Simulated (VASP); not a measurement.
Method: PBE GGA, VASP's PBE PAW potentials (set 64) (plane waves; VASP 6.6.1).

The input files of a VASP run:

KPOINTS:
```
kpoints
0
gamma
  7 7 2
```

INCAR:
```
! general
SYSTEM   =  MoS2
PREC     =  Accurate
ENCUT    =  400
LREAL    =  F
LASPH    =  T

! electronic loop
EDIFF    =  1E-6
NELM     =  100
ALGO     =  Normal
LMAXMIX  =  4

! smearing
ISMEAR   =  0
SIGMA    =  0.05

! functional
GGA      =  PE

! ions
IBRION   =  2
NSW      =  60
ISIF     =  3
EDIFFG   =  -0.02

! output
LWAVE    =  F
LCHARG   =  F
```

### POSCAR
```
MoS2
1
    1.5906086054    -2.7550146384     0.0000000000
    1.5906086054     2.7550146384    -0.0000000000
    0.0000000000     0.0000000000    13.1311731751
Mo S
2 4
Direct
  0.3333330000   0.6666670000   0.2500000000
  0.6666670000   0.3333330000   0.7500000000
  0.3333330000   0.6666670000   0.8689366112
  0.6666670000   0.3333330000   0.3689366112
  0.6666670000   0.3333330000   0.1310633888
  0.3333330000   0.6666670000   0.6310633888
```

POTCAR, in this order: Mo_sv S (PBE.64 set). Program: vasp_std.

Output of the run:

### OSZICAR
```
       N       E                     dE             d eps       ncg     rms          rms(c)
DAV:   1     0.373070343333E+03    0.37307E+03   -0.26144E+04  1160   0.128E+03
DAV:   2    -0.262399967342E+02   -0.39931E+03   -0.39056E+03  1251   0.352E+02
DAV:   3    -0.461673992901E+02   -0.19927E+02   -0.19809E+02  1246   0.698E+01
DAV:   4    -0.466833364282E+02   -0.51594E+00   -0.51427E+00  1243   0.109E+01
DAV:   5    -0.466992519573E+02   -0.15916E-01   -0.15910E-01  1264   0.178E+00    0.337E+01
DAV:   6    -0.444777886768E+02    0.22215E+01   -0.24165E+01  1102   0.256E+01    0.132E+01
DAV:   7    -0.440040183617E+02    0.47377E+00   -0.10102E+01  1119   0.160E+01    0.807E+00
DAV:   8    -0.436840434235E+02    0.31997E+00   -0.15078E+00  1328   0.671E+00    0.277E+00
DAV:   9    -0.436942446344E+02   -0.10201E-01   -0.14549E-01  1321   0.185E+00    0.128E+00
DAV:  10    -0.436862386363E+02    0.80060E-02   -0.63665E-02  1232   0.139E+00    0.351E-01
DAV:  11    -0.436863417323E+02   -0.10310E-03   -0.25227E-03  1231   0.283E-01    0.180E-01
DAV:  12    -0.436862549806E+02    0.86752E-04   -0.67929E-04  1301   0.134E-01    0.612E-02
DAV:  13    -0.436862742482E+02   -0.19268E-04   -0.15291E-04  1216   0.642E-02    0.116E-02
DAV:  14    -0.436862780632E+02   -0.38149E-05   -0.14187E-05  1101   0.212E-02    0.107E-02
DAV:  15    -0.436862790701E+02   -0.10069E-05   -0.17944E-06   958   0.709E-03    0.418E-03
DAV:  16    -0.436862790076E+02    0.62569E-07   -0.54406E-07   783   0.466E-03
   1 F= -.43686279E+02 E0= -.43686279E+02  d E =-.436863E+02
       N       E                     dE             d eps       ncg     rms          rms(c)
DAV:   1    -0.436985534477E+02   -0.12274E-01   -0.28808E-01  1055   0.422E+00    0.113E+00
DAV:   2    -0.436893522601E+02    0.92012E-02   -0.81690E-02  1144   0.179E+00    0.471E-01
DAV:   3    -0.436866094531E+02    0.27428E-02   -0.16427E-02  1173   0.576E-01    0.165E-01
DAV:   4    -0.436862295854E+02    0.37987E-03   -0.19106E-03  1069   0.266E-01    0.620E-02
DAV:   5    -0.436862091397E+02    0.20446E-04   -0.33756E-04  1244   0.982E-02    0.678E-02
DAV:   6    -0.436861904464E+02    0.18693E-04   -0.83976E-05  1306   0.444E-02    0.175E-02
DAV:   7    -0.436861868736E+02    0.35728E-05   -0.15488E-05  1146   0.247E-02    0.760E-03
DAV:   8    -0.436861868314E+02    0.42283E-07   -0.59542E-07   804   0.508E-03
   2 F= -.43686187E+02 E0= -.43686187E+02  d E =0.921762E-04
       N       E                     dE             d eps       ncg     rms          rms(c)
DAV:   1    -0.436901238720E+02   -0.39370E-02   -0.84615E-02  1055   0.228E+00    0.622E-01
DAV:   2    -0.436873781162E+02    0.27458E-02   -0.23294E-02  1137   0.957E-01    0.253E-01
DAV:   3    -0.436866167115E+02    0.76140E-03   -0.46392E-03  1159   0.306E-01    0.882E-02
DAV:   4    -0.436865065053E+02    0.11021E-03   -0.56860E-04  1070   0.146E-01    0.350E-02
DAV:   5    -0.436865092891E+02   -0.27838E-05   -0.95675E-05  1297   0.523E-02    0.382E-02
DAV:   6    -0.436865142386E+02   -0.49495E-05   -0.26641E-05  1131   0.247E-02    0.984E-03
DAV:   7    -0.436865154965E+02   -0.12579E-05   -0.53117E-06  1011   0.148E-02    0.346E-03
DAV:   8    -0.436865155352E+02   -0.38687E-07   -0.20035E-07   650   0.358E-03
   3 F= -.43686516E+02 E0= -.43686516E+02  d E =-.236528E-03
       N       E                     dE             d eps       ncg     rms          rms(c)
DAV:   1    -0.436880444038E+02   -0.15289E-02   -0.51676E-02  1013   0.143E+00    0.287E-01
DAV:   2    -0.436871721645E+02    0.87224E-03   -0.90491E-03  1140   0.580E-01    0.189E-01
DAV:   3    -0.436869162236E+02    0.25594E-03   -0.95189E-04  1131   0.154E-01    0.592E-02
DAV:   4    -0.436868692399E+02    0.46984E-04   -0.23921E-04  1072   0.766E-02    0.362E-02
DAV:   5    -0.436868680504E+02    0.11895E-05   -0.10152E-05  1224   0.189E-02    0.233E-02
DAV:   6    -0.436868650973E+02    0.29531E-05   -0.59361E-06  1061   0.130E-02    0.519E-03
DAV:   7    -0.436868640113E+02    0.10860E-05   -0.18534E-06   636   0.772E-03    0.158E-03
DAV:   8    -0.436868642425E+02   -0.23117E-06   -0.36060E-07   601   0.336E-03
   4 F= -.43686864E+02 E0= -.43686864E+02  d E =-.348707E-03
       N       E                     dE             d eps       ncg     rms          rms(c)
DAV:   1    -0.436983843438E+02   -0.11520E-01   -0.46391E-01  1006   0.429E+00    0.867E-01
DAV:   2    -0.436905449139E+02    0.78394E-02   -0.81627E-02  1119   0.175E+00    0.565E-01
DAV:   3    -0.436882371713E+02    0.23077E-02   -0.86394E-03  1117   0.465E-01    0.178E-01
DAV:   4    -0.436878155351E+02    0.42164E-03   -0.21959E-03  1059   0.230E-01    0.108E-01
DAV:   5    -0.436878200858E+02   -0.45507E-05   -0.94725E-05  1409   0.577E-02    0.707E-02
DAV:   6    -0.436878095943E+02    0.10491E-04   -0.53289E-05  1292   0.381E-02    0.174E-02
DAV:   7    -0.436878051077E+02    0.44867E-05   -0.17042E-05  1146   0.212E-02    0.524E-03
DAV:   8    -0.436878054334E+02   -0.32573E-06   -0.77099E-07   727   0.482E-03
   5 F= -.43687805E+02 E0= -.43687805E+02  d E =-.128990E-02
       N       E                     dE             d eps       ncg     rms          rms(c)
DAV:   1    -0.437312555597E+02   -0.43450E-01   -0.18454E+00  1006   0.856E+00    0.175E+00
DAV:   2    -0.437002675980E+02    0.30988E-01   -0.32749E-01  1119   0.350E+00    0.114E+00
DAV:   3    -0.436909529833E+02    0.93146E-02   -0.34756E-02  1095   0.932E-01    0.361E-01
DAV:   4    -0.436892453168E+02    0.17077E-02   -0.90615E-03  1053   0.461E-01    0.216E-01
DAV:   5    -0.436892775292E+02   -0.32212E-04   -0.39769E-04  1424   0.118E-01    0.144E-01
DAV:   6    -0.436892515482E+02    0.25981E-04   -0.20784E-04  1263   0.765E-02    0.398E-02
DAV:   7    -0.436892406508E+02    0.10897E-04   -0.66631E-05  1174   0.411E-02    0.117E-02
DAV:   8    -0.436892416020E+02   -0.95121E-06   -0.38057E-06  1062   0.957E-03
   6 F= -.43689242E+02 E0= -.43689242E+02  d E =-.272607E-02
```

File OUTCAR:
```
------------------------ aborting loop because EDIFF is reached ----------------------------------------
  FORCE on cell =-STRESS in cart. coord.  units (eV):
  Direction    XX          YY          ZZ          XY          YZ          ZX
  --------------------------------------------------------------------------------------
  Total       -0.0406902     -0.0406902      0.0960214      0.0000000      0.0000000      0.0000000
  in kB       -0.5589490     -0.5589489      1.3190159      0.0000000      0.0000000      0.0000000
  external PRESSURE =       0.0670393 kB  Pullay stress =       0.0000000 kB
  volume of cell :      116.63
      direct lattice vectors                 reciprocal lattice vectors
     1.591605647 -2.756741564 -0.000000000     0.314148169 -0.181373549  0.000000000
     1.591605647  2.756741564  0.000000000     0.314148169  0.181373549  0.000000000
    -0.000000000 -0.000000000 13.291290721    -0.000000000 -0.000000000  0.075237238
 POSITION                                       TOTAL-FORCE (eV/Angst)
 -----------------------------------------------------------------------------------
      1.59161      0.91892      3.32282         0.000000     -0.000000     -0.000000
      1.59161     -0.91892      9.96847        -0.000000      0.000000     -0.000000
      1.59161      0.91892     11.53062         0.000000      0.000000     -0.013128
      1.59161     -0.91892      4.88497        -0.000000     -0.000000     -0.013128
      1.59161     -0.91892      1.76067        -0.000000     -0.000000      0.013128
      1.59161      0.91892      8.40632        -0.000000      0.000000      0.013128
 -----------------------------------------------------------------------------------
    total drift:                               -0.000235      0.001651     -0.000030
  FREE ENERGIE OF THE ION-ELECTRON SYSTEM (eV)
  ---------------------------------------------------
  free  energy   TOTEN  =       -43.6892416020 eV

  energy  without entropy=      -43.6892416020  energy(sigma->0) =      -43.68924160

 reached required accuracy - stopping structural energy minimisation
```
(Selected blocks of OUTCAR.)

CONTCAR:
```
MoS2
   1.00000000000000
     1.5916056466245778   -2.7567415639313531   -0.0000000000000000
     1.5916056466245778    2.7567415639313531    0.0000000000000000
    -0.0000000000000000   -0.0000000000000000   13.2912907207704656
  Mo              S
     2     4
Direct
     0.3333330000000032    0.6666669999999968    0.2500000000000000
     0.6666669999999968    0.3333330000000032    0.7500000000000000
     0.3333330000000032    0.6666669999999968    0.8675317808472677
     0.6666669999999968    0.3333330000000032    0.3675317808472676
     0.6666669999999968    0.3333330000000032    0.1324682191527324
     0.3333330000000032    0.6666669999999968    0.6324682191527323
```

Without a dispersion term in the relaxation, distances and binding between the weakly bound layers, chains or molecules are unreliable, and so is what depends on them.

The compound is MoS2 in the 2H layered structure. This run relaxes it. Symmetry was kept, so distortions that lower it aren't found. The start is the result of an earlier pass.
